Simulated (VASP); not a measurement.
Level of theory: HSE06 screened hybrid, VASP's PBE PAW potentials (set 64) (plane waves; VASP).

VASP input:

**KPOINTS**
```
Automatic mesh
0
Gamma
1 1 1
0 0 0
```

### POSCAR
```
Ga31SnAs32
23.0444210
  0.4999999966   0.0000000000   0.0000000000
  0.0000000000   0.4999999966   0.0000000000
  0.0000000000   0.0000000000   0.4999999966
Ga As Sn
31 32 1
Direct
  0.5000249698   0.0001185151   0.0001916740
  0.7503349686   0.2495223712   0.0003325436
  0.7503478520   0.0001258088   0.2497545774
  0.9999845753   0.9999972997   0.9999902007
  0.2498115812   0.2497194270   0.0000895288
  0.4999431333   0.4999182403   0.0001563976
  0.7503399575   0.7503722173   0.9998729673
  0.2497818211   0.0001273655   0.2498122180
  0.4978645848   0.2474688705   0.2474779648
  0.7529861950   0.5027917690   0.2470535964
  0.4999632439   0.0000719980   0.4999596631
  0.7529661405   0.2471119718   0.5026398836
  0.7503370953   0.9999313570   0.7503304799
  0.9999343522   0.5000262188   0.0002505146
  0.2495683662   0.7504379323   0.0003312920
  0.9999820369   0.2497524727   0.2497627933
  0.2472830685   0.4977221084   0.2472635553
  0.5027203743   0.7530050099   0.2470012863
  0.9998807443   0.9999808449   0.5000439891
  0.2471348362   0.2472344553   0.4978107063
  0.7526773466   0.7526554351   0.4979229717
  0.2496561086   0.0001422682   0.7503658882
  0.5025864464   0.2469856839   0.7531072103
  0.7531932995   0.4972814170   0.7532932869
  0.0001377060   0.7504132156   0.2497509191
  0.0000343557   0.4999602136   0.4999495555
  0.2469982989   0.7530209459   0.5026046592
  0.0001931666   0.2495960870   0.7503636371
  0.2465810939   0.5028496090   0.7534731021
  0.4973589114   0.7531132361   0.7531812097
  0.9997971464   0.7504830529   0.7503081899
  0.6251884154   0.1246342090   0.1248172340
  0.8754143662   0.3747471162   0.1246948108
  0.8754598809   0.1246092661   0.3747540987
  0.1249448986   0.1249530205   0.1249648455
  0.3749831115   0.3749531550   0.1245459344
  0.6250935245   0.6251366359   0.1242914225
  0.8750694667   0.8750862309   0.1249509863
  0.3749877641   0.1245780075   0.3750084266
  0.6318538256   0.3688397649   0.3688146346
  0.8757021003   0.6252343991   0.3750277154
  0.6250495168   0.1243566937   0.6250856735
  0.8757902176   0.3748903464   0.6251688530
  0.8750759601   0.1249326241   0.8750939976
  0.1245639904   0.6252521095   0.1246970165
  0.3747318193   0.8755490519   0.1246708318
  0.1244696183   0.3749761664   0.3749366840
  0.3684893461   0.6319539834   0.3685375986
  0.6251630843   0.8756439346   0.3750420787
  0.1245638172   0.1245062377   0.6252639188
  0.3677372184   0.3683390278   0.6326238265
  0.6316279751   0.6315231909   0.6324353011
  0.8753079190   0.8754199519   0.6252440364
  0.3747167603   0.1245217576   0.8755489918
  0.6251327915   0.3748161823   0.8758870219
  0.8755888895   0.6253462129   0.8755881440
  0.1245878224   0.8755832714   0.3747766772
  0.1242269372   0.6252182219   0.6250662875
  0.3749303583   0.8757505068   0.6251426286
  0.1244422242   0.3746998113   0.8757081860
  0.3748364803   0.6252243861   0.8759418716
  0.6252680449   0.8755983329   0.8755668270
  0.1249301029   0.8750909676   0.8750908109
  0.4995149748   0.5000048079   0.5008561662
```

INCAR:
```
ALGO = Normal
SIGMA = 0.05   ! width (eV)
PRECFOCK = Fast
NELM = 50
AEXX = 0.25
ISYM = 0
LASPH = .TRUE.   ! aspherical one-centre terms
LCHARG = .FALSE.
LWAVE = .FALSE.
LHFCALC = .TRUE.
LMAXMIX = 4   ! l cut-off of mixed one-centre charges
GGA = PE   ! PBE
ISMEAR = 0
EDIFF = 1E-5   ! SCF stop (eV)
SYSTEM = Ga31SnAs32
HFSCREEN = 0.2
PREC = Normal
ENCUT = 400
LREAL = Auto   ! projection in real space or not
ISIF = 0
NELECT = 256.0
NELMIN = 4
```

POTCAR, in this order: Ga As Sn (PBE.64 set). Program: vasp_gam. Read from the step before: WAVECAR.

The cell is charged, with a uniform compensating background. The supercell is sampled at Γ alone, which is coarse: total energies, pressure and levels can be off, energies of defects by several tenths of an eV.

Problem. What does the run give for the energy per atom (σ→0)?

Solution. 
```yaml
energy per atom (σ→0): -4.927 eV/atom
```

### OSZICAR
```
...
DAV:   5    -0.315312602762E+03    0.64220E-02   -0.43425E-03   372   0.106E-01    0.173E+00
DAV:   6    -0.315310380865E+03    0.22219E-02   -0.95208E-04   363   0.556E-02    0.964E-01
DAV:   7    -0.315309604942E+03    0.77592E-03   -0.28813E-04   340   0.333E-02    0.530E-01
DAV:   8    -0.315309356135E+03    0.24881E-03   -0.10866E-04   355   0.209E-02    0.288E-01
DAV:   9    -0.315309284809E+03    0.71326E-04   -0.36182E-05   276   0.125E-02    0.155E-01
DAV:  10    -0.315309268607E+03    0.16202E-04   -0.12878E-05   187   0.793E-03    0.844E-02
DAV:  11    -0.315309267897E+03    0.70954E-06   -0.52782E-06   196   0.493E-03
   1 F= -.31530927E+03 E0= -.31530927E+03  d E =-.343869E-14
```

The cell is a supercell with a defect, built from GaAs (zinc blende): Sn_Ga, charge +1. The cell's shape comes from a PBE relaxation. The run is not spin-polarised, so no state with unpaired spins was tried.
